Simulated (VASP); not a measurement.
Here is the system:

```
ZnO
1.0
    1.62500    -2.81458     0.00000
    1.62500     2.81458     0.00000
    0.00000     0.00000     5.21000
Zn O
2 2
Direct
  0.66667   0.33333   0.50000
  0.33333   0.66667   0.00000
  0.66667   0.33333   0.88200
  0.33333   0.66667   0.38200
```

All values below come from PBE GGA, VASP's PBE PAW potentials (set 64) (plane waves; VASP 6.6.1). Numerical set-up: 520 eV cut-off, 7×7×4 Γ-centred mesh, Gaussian smearing of 0.050 eV, potentials Zn O.

Question: Give the stress tensor in GPa (positive for a compressed cell).

Answer: 
```
5.78  0.00  0.00
0.00  5.78  0.00
0.00  0.00  5.86
```
The pressure is its mean diagonal, 5.81 GPa.

The compound is ZnO in the wurtzite structure. The cell was not relaxed at this level.
